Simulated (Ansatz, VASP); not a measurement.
# GaAsCl2 (Cl-GaAs-Cl chair bilayer, AA): VASP beside Ansatz, part 2 of 2

Aim: how closely do two programs agree when they are given the same cell, functional and k mesh? The structure shown is the start of the Ansatz relaxation below; VASP solves that cell, so the two are compared at the walk's first step.

VASP 6.6.1 and Ansatz 0.2.0.

So far: The starting structure; Ansatz: relaxation, PBEsol with D3(BJ).

## 3. VASP: single point, PBEsol with D3(BJ), start cell

Level of this step: PBEsol with D3(BJ); plane waves and PAW (Cl, As, Ga_d) (VASP).

The same cell, functional, mesh and smearing now go to VASP, with its own data sets.

Lines of VASP's logs that name or quote its potential files are left out, and so is its time.

Contents of INCAR:

```
SYSTEM = GaAsCl2
PREC = Accurate
ENCUT = 400
EDIFF = 1E-06
NELM = 120
ISMEAR = -1
SIGMA = 0.05
LREAL = .FALSE.
ALGO = Normal
GGA = PS
IVDW = 12
NBANDS = 40
LORBIT = 11
LWAVE = .FALSE.
LCHARG = .FALSE.
ISIF = 2
LDIPOL = .TRUE.
IDIPOL = 3
DIPOL = 0.5 0.5 0.5
LVHAR = .TRUE.
LASPH = .TRUE.
GGA_COMPAT = .FALSE.
EFERMI = MIDGAP
NELMDL = -8
KPAR = 2
```

Contents of POSCAR:

```
GaAsCl2
1.0
    3.9765000000      0.0000000000      0.0000000000
   -1.9882500000      3.4437500000      0.0000000000
    0.0000000000      0.0000000000     58.2066670000
Cl As Ga
4 2 2
Direct
    0.6666667151      0.3333334301      0.3831176247
    0.3333332849      0.6666665699      0.4733707395
    0.6666667151      0.3333334301      0.5266292433
    0.3333332849      0.6666665699      0.6168823753
    0.6666667151      0.3333334301      0.4210857839
    0.6666667151      0.3333334301      0.5645974026
    0.3333332849      0.6666665699      0.4348871754
    0.3333332849      0.6666665699      0.5783988113
```

Contents of KPOINTS:

```
Automatic mesh
0
Gamma
12 12 1
0 0 0
```

Potentials, in the order of the species: Cl, As and Ga_d (PBE family, release 64).

Run with:

```
$ mpirun -np 2 vasp_std
```

Numbers of over 12 decimals in the logs are rounded to 6 here.

What it wrote:

```text
[banner, memory and clock lines left out]
running    2 mpi-ranks, on    1 nodes
 distrk:  each k-point on    1 cores,    2 groups
 distr:  one band on    1 cores,    1 groups

 POSCAR found type information on POSCAR ClAsGa
 POSCAR found :  3 types and       8 ions
|                                                                             |
|               ----> ADVICE to this user running VASP <----                  |
|                                                                             |
|     You enforced a specific xc type in the INCAR file but a different       |
|     [... a line on the potential file left out ...]
|     I HOPE YOU KNOW WHAT YOU ARE DOING!                                     |
|                                                                             |

 LDA part: xc-table for (Slater+PW92), standard interpolation
|                                                                             |
|           W    W    AA    RRRRR   N    N  II  N    N   GGGG   !!!           |
|           W    W   A  A   R    R  NN   N  II  NN   N  G    G  !!!           |
|           W    W  A    A  R    R  N N  N  II  N N  N  G       !!!           |
|           W WW W  AAAAAA  RRRRR   N  N N  II  N  N N  G  GGG   !            |
|           WW  WW  A    A  R   R   N   NN  II  N   NN  G    G                |
|           W    W  A    A  R    R  N    N  II  N    N   GGGG   !!!           |
|                                                                             |
|     One of the lattice vectors is very long (>50 A), but AMIN is rather     |
|     large. This can spoil convergence since charge sloshing might occur     |
|     along the long lattice vector. If problems with convergence are         |
|     observed, try to decrease AMIN to a smaller value (e.g. 0.01).          |
|     Note: This warning only applies if the self-consistency cycle is        |
|     used.                                                                   |
|                                                                             |

 POSCAR, INCAR and KPOINTS ok, starting setup
 FFT: planning ... GRIDC
 FFT: planning ... GRID_SOFT
 FFT: planning ... GRID
 WAVECAR not read
 entering main loop
       N       E                     dE             d eps       ncg     rms          rms(c)
DAV:   1     0.476051734120E+03    0.47605E+03   -0.21450E+04  1864   0.102E+03
DAV:   2     0.590107225391E+02   -0.41704E+03   -0.40475E+03  2224   0.240E+02
DAV:   3    -0.253914013326E+02   -0.84402E+02   -0.83110E+02  1896   0.107E+02
DAV:   4    -0.300935116105E+02   -0.47021E+01   -0.46793E+01  2208   0.332E+01
DAV:   5    -0.301626627920E+02   -0.69151E-01   -0.69087E-01  1944   0.387E+00
DAV:   6    -0.301655515430E+02   -0.28888E-02   -0.28886E-02  2264   0.837E-01
DAV:   7    -0.301655976889E+02   -0.46146E-04   -0.46144E-04  1960   0.986E-02
DAV:   8    -0.301655991171E+02   -0.14283E-05   -0.14278E-05  2112   0.182E-02    0.104E+01
DAV:   9    -0.293403718300E+02    0.82523E+00   -0.71827E-01  2416   0.190E+01    0.686E+00
DAV:  10    -0.292601756116E+02    0.80196E-01   -0.14847E+00  2144   0.134E+01    0.153E+00
DAV:  11    -0.292230771186E+02    0.37098E-01   -0.34926E-01  2184   0.738E+00    0.802E-01
DAV:  12    -0.292224228014E+02    0.65432E-03   -0.67281E-02  1760   0.130E+00    0.366E-01
DAV:  13    -0.292223832069E+02    0.39594E-04   -0.74973E-03  2048   0.646E-01    0.149E-01
DAV:  14    -0.292225661207E+02   -0.18291E-03   -0.15154E-03  1928   0.223E-01    0.939E-02
[...]
DAV:  20    -0.292230655617E+02   -0.72026E-04   -0.28146E-06  1456   0.977E-03    0.353E-03
DAV:  21    -0.292230897180E+02   -0.24156E-04   -0.68574E-07  1200   0.444E-03    0.349E-03
DAV:  22    -0.292231232649E+02   -0.33547E-04   -0.50688E-07  1152   0.371E-03    0.155E-03
DAV:  23    -0.292231610996E+02   -0.37835E-04   -0.72704E-07  1136   0.403E-03    0.231E-03
DAV:  24    -0.292231751581E+02   -0.14058E-04   -0.42520E-07  1184   0.397E-03    0.126E-03
DAV:  25    -0.292231822073E+02   -0.70493E-05   -0.26872E-07  1160   0.280E-03    0.715E-04
DAV:  26    -0.292231836553E+02   -0.14480E-05   -0.92606E-08  1160   0.169E-03    0.478E-04
DAV:  27    -0.292231840435E+02   -0.38812E-06   -0.40673E-08  1104   0.945E-04
   1 F= -.30473510E+02 E0= -.30473018E+02  d E =-.985110E-03
```

Parts of OUTCAR (step 3):

```text
ion  position               nearest neighbor table
   1  0.667  0.333  0.383-   5 2.21
   2  0.333  0.667  0.473-   7 2.24
   3  0.667  0.333  0.527-   6 2.21
   4  0.333  0.667  0.617-   8 2.24
   5  0.667  0.333  0.421-   1 2.21   7 2.43   7 2.43   7 2.43
   6  0.667  0.333  0.565-   3 2.21   8 2.43   8 2.43   8 2.43
   7  0.333  0.667  0.435-   2 2.24   5 2.43   5 2.43   5 2.43
   8  0.333  0.667  0.578-   4 2.24   6 2.43   6 2.43   6 2.43

  LATTYP: Found a hexagonal cell.
 ALAT       =     3.9765000000
 C/A-ratio  =    14.6376630202

 Subroutine GETGRP returns: Found  6 space group operations
 (whereof  6 operations were pure point group operations)

The static configuration has the point symmetry C_3v.

 Found     19 irreducible k-points:

   k-points           NKPTS =     19   k-points in BZ     NKDIM =     19   number of bands    NBANDS=     40

   dimension x,y,z NGX =    28 NGY =   28 NGZ =  384
   dimension x,y,z NGXF=    56 NGYF=   56 NGZF=  768

   ENCUT  =  400.0 eV  29.40 Ry    5.42 a.u.   6.48  6.48 94.92*2*pi/ulx,y,z

   NELECT =      64.0000    total number of electrons

 k-points in reciprocal lattice and weights: Automatic mesh
   0.00000000  0.00000000  0.00000000       0.007
   0.08333333 -0.00000000  0.00000000       0.042
   0.16666667 -0.00000000  0.00000000       0.042
   0.25000000  0.00000000  0.00000000       0.042
   0.33333333  0.00000000  0.00000000       0.042
   0.41666667 -0.00000000  0.00000000       0.042
   0.50000000  0.00000000  0.00000000       0.021
   0.08333333  0.08333333  0.00000000       0.042
   0.16666667  0.08333333  0.00000000       0.083
[...]
0.33333333  0.25000000  0.00000000       0.083
   0.33333333  0.33333333  0.00000000       0.014

 dipolmoment           0.000000      0.000000      0.175284 electrons x Angstroem

 average (electrostatic) potential at core
       1-100.5803       2 -99.4277       3 -99.4791       4 -98.2905       5 -59.5462
       6 -58.4377       7 -74.7605       8 -73.6527

 E-fermi :  -3.6948

 k-point     1 :       0.0000    0.0000    0.0000
  band No.  band energies     occupation
    ...
     28      -4.9612      2.00000
     29      -4.9442      2.00000
     30      -4.9442      2.00000
     31      -3.8337      1.88314
     32      -3.8337      1.88313
     33      -3.6146      0.33485
     34      -3.3990      0.00539
     35      -2.4900      0.00000
     36      -2.2340      0.00000
     37      -0.2247      0.00000
    ...

 k-point     2 :       0.0833   -0.0000    0.0000
  band No.  band energies     occupation
    ...
     28      -5.1208      2.00000
     29      -5.0343      2.00000
     30      -4.9952      2.00000
     31      -4.3608      2.00000
     32      -3.9204      1.97831
     33      -3.3874      0.00427
     34      -2.9207      0.00000
     35      -2.2190      0.00000
     36      -1.8106      0.00000
     37      -0.3596      0.00000
    ...

 k-point     3 :       0.1667   -0.0000    0.0000
  band No.  band energies     occupation
    ...
     28      -5.5322      2.00000
     29      -5.2312      2.00000
     30      -5.0957      2.00000
     31      -4.9270      2.00000
     32      -4.1146      1.99955
     33      -3.2365      0.00021
     34      -2.2814      0.00000
     35      -2.0801      0.00000
     36      -1.1644      0.00000
     37      -0.2328      0.00000
    ...

 Edisp (eV)   -1.25033

  Total       1.59932     1.59932   -10.22844     0.00000     0.00000    -0.00000
  in kB       3.21470     3.21470   -20.55959     0.00000     0.00000    -0.00000
  external pressure =       -4.71 kB  Pullay stress =        0.00 kB

  energy-cutoff  :      400.00
  volume of cell :      797.09
      direct lattice vectors                 reciprocal lattice vectors
     3.976500000  0.000000000  0.000000000     0.251477430  0.145190563  0.000000000
    -1.988250000  3.443750000  0.000000000     0.000000000  0.290381125  0.000000000
     0.000000000  0.000000000 58.206667000     0.000000000  0.000000000  0.017180163

 POSITION                                       TOTAL-FORCE (eV/Angst)
 -----------------------------------------------------------------------------------
      1.98825      1.14792     22.30000        -0.000000      0.000000      0.615854
     -0.00000      2.29583     27.55333         0.000000      0.000000     -1.345030
      1.98825      1.14792     30.65333         0.000000      0.000000      0.559161
     -0.00000      2.29583     35.90667         0.000000     -0.000000     -1.428434
      1.98825      1.14792     24.51000        -0.000000     -0.000000     -0.229193
      1.98825      1.14792     32.86333        -0.000000      0.000000     -0.262432
     -0.00000      2.29583     25.31333        -0.000000      0.000000      1.043256
     -0.00000      2.29583     33.66667         0.000000      0.000000      1.046819
 -----------------------------------------------------------------------------------
    total drift:                                0.000002      0.000189      0.000306

  FREE ENERGIE OF THE ION-ELECTRON SYSTEM (eV)
  ---------------------------------------------------
  free  energy   TOTEN  =       -30.4735100614 eV

  energy  without entropy=      -30.4725249512  energy(sigma->0) =      -30.47301751

 vacuum level on the upper side and lower side of the slab         3.210         0.895

 total charge
# of ion       s       p       d       tot
------------------------------------------
    1        1.601   3.432   0.000   5.034
    2        1.599   3.434   0.000   5.032
    3        1.602   3.429   0.000   5.031
    4        1.598   3.436   0.000   5.034
    5        1.228   1.498   0.059   2.785
    6        1.228   1.498   0.059   2.785
    7        0.869   0.798  10.021  11.688
    8        0.868   0.798  10.021  11.687
--------------------------------------------------
tot         10.593  18.322  20.160  49.075

[... 3 further parts left out ...]
```

## 4. Side by side

Known differences besides the potentials themselves: Ansatz cuts the interaction across the vacuum, VASP repeats the sheet with a dipole correction; the data sets hold 84 valence electrons in Ansatz (on its default PAW (the set named soft_2) files) and 64 in VASP; the cutoff is 420 eV in Ansatz and 400 eV in VASP; Ansatz makes its cores anew for this functional, VASP keeps those of its PBE data sets. Total energies have different zeros and are not compared.

Forces (eV/Å; atoms numbered as in POSCAR):

```
atom        Ansatz x, y, z          VASP x, y, z
 Cl1   0.000, 0.000, 0.645   0.000, 0.000, 0.616
 Cl2  0.000, 0.000, -1.325  0.000, 0.000, -1.345
 Cl3   0.000, 0.000, 0.589   0.000, 0.000, 0.559
 Cl4  0.000, 0.000, -1.409  0.000, 0.000, -1.428
 As5  0.000, 0.000, -0.252  0.000, 0.000, -0.229
 As6  0.000, 0.000, -0.285  0.000, 0.000, -0.262
 Ga7   0.000, 0.000, 1.017   0.000, 0.000, 1.043
 Ga8   0.000, 0.000, 1.019   0.000, 0.000, 1.047
```

The forces differ by 15 meV/Å r.m.s., which is 2.7 % of the r.m.s. force of 0.534 eV/Å (both taken over all components). With vacuum in the cell, a pressure given here is an average over mostly empty space and none of the material.

## 5. Summary of results

- r.m.s. force difference (single point, PBEsol with D3(BJ), start cell): 2.7 % of the r.m.s. force

What this shows: The r.m.s. force difference is 2.7 % of the r.m.s. force (single point, PBEsol with D3(BJ), start cell), within the 3 % picked in this series as the mark of a large difference. The data sets hold unlike numbers of valence electrons (84 in Ansatz and 64 in VASP), so part of the differences comes from the potentials. 1 further run of this series is not shown here. How closely two codes agree says nothing of how well the functional describes the real material.

[Lines on the potential files, build, host, timing and source positions are cut from VASP's logs without a mark.]

[Logs are printed without paths, hosts, clocks, repeated set-up lines and the standing remarks that a program may print on its own settings, such as how far it seeks lower states.]

[Hosts, paths, dates, database ids (printed as entryN), source tags and the programs' standing remarks are cut or masked in the printed files.]
